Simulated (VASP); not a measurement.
Data:

```
CELL_PARAMETERS angstrom
     -2.82292     2.82292     5.24912
      2.82292    -2.82292     5.24912
      2.82292     2.82292    -5.24912
ATOMIC_POSITIONS crystal
  Cd 0.75000 0.25000 0.50000
  Cd 0.00000 0.00000 0.00000
  Si 0.25000 0.75000 0.50000
  Si 0.50000 0.50000 0.00000
  P  0.16844 0.12500 0.54344
  P  0.58156 0.62500 0.45656
  P  0.37500 0.83156 0.95656
  P  0.87500 0.41844 0.04344
```

These are PBEsol GGA, VASP's PBE PAW potentials (set 64) (plane waves; VASP) values and carry that method's errors. Numerical set-up: 400 eV cut-off, 6×6×6 Γ-centred mesh, tetrahedra with Blöchl corrections, potentials Cd Si P.

The cores are frozen, which limits the accuracy of field gradients.

Task: Give the principal components of the electric field gradient (V/Å²) and the asymmetry η at each nucleus.

Result: 
```
atom    Vxx    Vyy    Vzz     η
----  -----  -----  -----  ----
Cd1   -26.6  -26.6   53.2  0.00
Cd2   -26.6  -26.6   53.2  0.00
Si3     0.1    0.1   -0.1     -
Si4     0.1    0.1   -0.1     -
P5     39.6    3.7  -43.3  0.83
P6     39.6    3.7  -43.3  0.83
P7     39.6    3.7  -43.3  0.83
P8     39.6    3.7  -43.3  0.83
```

The structure was generated: CdSiP2 was put into the chalcopyrite type (I-42d), which need not be its known phase. It was relaxed first, which changed the volume by +5 %.
